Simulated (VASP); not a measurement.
```
Pt
1.0
    0.00000     1.88465     1.88465
    1.88465     0.00000     1.88465
    1.88465     1.88465     0.00000
Pt
1
Cartesian
  0.00000   0.00000   0.00000
```

Calculation: PBEsol GGA, VASP's PBE PAW potentials (set 64) (plane waves; VASP). Run with 500 eV cut-off, 17×17×17 Γ-centred mesh, first-order Methfessel-Paxton smearing of 0.10 eV, potentials Pt.

Unless said otherwise, spin-orbit coupling is left out, though it shifts the bands of the heavy elements here.

Question: Predict the energy per atom (σ→0), pressure, band gap (on the k-mesh) with the smallest direct gap where there is one.

Answer: 
```json
{
 "band gap (on the k-mesh)": "none (metal, semimetal or under 0.01 eV)",
 "energy per atom (σ→0)": "-6.762 eV/atom",
 "pressure": "45.09 GPa"
}
```

The compound is Pt in the fcc structure. It was relaxed first under an external pressure of 45 GPa.
